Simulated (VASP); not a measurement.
Consider the following.

```
CELL_PARAMETERS angstrom
      1.84135    -3.18931     0.00000
      1.84135     3.18931     0.00000
      0.00000     0.00000     6.54662
ATOMIC_POSITIONS crystal
  Zr 0.00000 0.00000 0.00000
  S  0.33333 0.66667 0.22160
  S  0.66667 0.33333 0.77840
```

Calculation: PBE GGA, VASP's PBE PAW potentials (set 64) (plane waves; VASP). Numerical set-up: 480 eV cut-off, 8×8×4 Γ-centred mesh, Gaussian smearing of 0.050 eV, potentials Zr_sv S.

Energy and stress use the plane-wave basis of the starting cell. Without a dispersion term in the relaxation, distances and binding between the weakly bound layers, chains or molecules are unreliable, and so is what depends on them.

Problem. The ions, cell shape and volume at an external pressure of 5.0 GPa are relaxed. Predict the relaxed structure.

Solution. 
```
CELL_PARAMETERS angstrom
      1.80159    -3.12045     0.00000
      1.80159     3.12045     0.00000
      0.00000     0.00000     5.57364
ATOMIC_POSITIONS crystal
  Zr 0.00000 0.00000 0.00000
  S  0.33333 0.66667 0.26298
  S  0.66667 0.33333 0.73702
```
Space group P-3m1 (164), at a tolerance of 0.03 Å.

Problem. How do energy and volume change from the first to the last step?

Solution. The energy (σ→0) changes by +46.4 meV/atom and the volume by -18.5 %, in 18 ionic steps.

The compound is ZrS2 in the 1T layered structure. This run relaxes it under an external pressure of 5 GPa. Symmetry was kept, so distortions that lower it aren't found.
